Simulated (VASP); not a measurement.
All values below come from PBE GGA, VASP's PBE PAW potentials (set 64) (plane waves; VASP).

The input files of a VASP run:

### POSCAR
```
SiC
10.0960
  0.3046751189   0.0000000000   0.0000000000
 -0.1523375594   0.2638563788   0.0000000000
  0.0000000000   0.0000000000   0.5000000000
Si C
2 2
Cart
  0.1523377118   0.0879520383   0.0000000000
 -0.0000001523   0.1759043405   0.2500000000
  0.1523377118   0.0879520383   0.1875000000
 -0.0000001523   0.1759043405   0.4375000000
```

KPOINTS:
```
Automatic mesh
0
Gamma
10 10 5
0 0 0
```

### INCAR
```
SYSTEM = SiC
PREC = Accurate; ENCUT = 400; LREAL = .FALSE.
LASPH = .TRUE.
EDIFF = 1E-6; NELM = 100; ALGO = Normal
ISMEAR = 0; SIGMA = 0.136
GGA = PE
ISIF = 2
LWAVE = .FALSE.; LCHARG = .FALSE.
```

POTCAR, in this order: Si C (PBE.64 set). Program: vasp_std.

The run wrote:

### OSZICAR
```
       N       E                     dE             d eps       ncg     rms          rms(c)
DAV:   1     0.285524297115E+02    0.28552E+02   -0.64106E+03  1008   0.965E+02
DAV:   2    -0.309941800378E+02   -0.59547E+02   -0.54906E+02  1436   0.173E+02
DAV:   3    -0.337743601207E+02   -0.27802E+01   -0.27684E+01  1324   0.375E+01
DAV:   4    -0.338049577462E+02   -0.30598E-01   -0.30574E-01  1232   0.463E+00
DAV:   5    -0.338054800092E+02   -0.52226E-03   -0.52218E-03  1308   0.569E-01    0.124E+01
DAV:   6    -0.302271103162E+02    0.35784E+01   -0.10481E+01  1224   0.205E+01    0.559E+00
DAV:   7    -0.301280023454E+02    0.99108E-01   -0.91124E-01  1292   0.630E+00    0.248E+00
DAV:   8    -0.301126314066E+02    0.15371E-01   -0.46768E-02  1168   0.159E+00    0.527E-01
DAV:   9    -0.301119599400E+02    0.67147E-03   -0.61290E-03  1256   0.600E-01    0.133E-01
DAV:  10    -0.301122223352E+02   -0.26240E-03   -0.70087E-04  1196   0.189E-01    0.532E-02
DAV:  11    -0.301122337980E+02   -0.11463E-04   -0.11010E-04  1204   0.810E-02    0.119E-02
DAV:  12    -0.301122351341E+02   -0.13361E-05   -0.40196E-06  1256   0.161E-02    0.269E-03
DAV:  13    -0.301122355597E+02   -0.42556E-06   -0.19573E-07   740   0.379E-03
   1 F= -.30112236E+02 E0= -.30112236E+02  d E =-.659780E-11
```

File OUTCAR:
```
------------------------ aborting loop because EDIFF is reached ----------------------------------------
  FORCE on cell =-STRESS in cart. coord.  units (eV):
  Direction    XX          YY          ZZ          XY          YZ          ZX
  --------------------------------------------------------------------------------------
  Total        0.5296246      0.5296246      0.6457588     -0.0000000      0.0000000      0.0000000
  in kB       20.5142729     20.5142707     25.0125703     -0.0000000      0.0000000      0.0000000
  external PRESSURE =      22.0137046 kB  Pullay stress =       0.0000000 kB
  volume of cell :       41.36
      direct lattice vectors                 reciprocal lattice vectors
     3.076000000  0.000000000  0.000000000     0.325097529  0.187695156  0.000000000
    -1.538000000  2.663894000  0.000000000     0.000000000  0.375390312  0.000000000
     0.000000000  0.000000000  5.048000000     0.000000000  0.000000000  0.198098257
  FREE ENERGIE OF THE ION-ELECTRON SYSTEM (eV)
  ---------------------------------------------------
  free  energy   TOTEN  =       -30.1122355597 eV

  energy  without entropy=      -30.1122355597  energy(sigma->0) =      -30.11223556
```
(Selected blocks of OUTCAR.)

At this cut-off the stress carries a Pulay error, which pulls relaxed volumes low.

The structure comes from a measured SiC entry (P6_3mc) of the Crystallography Open Database, whose conditions weren't checked. The cell was not relaxed at this level.
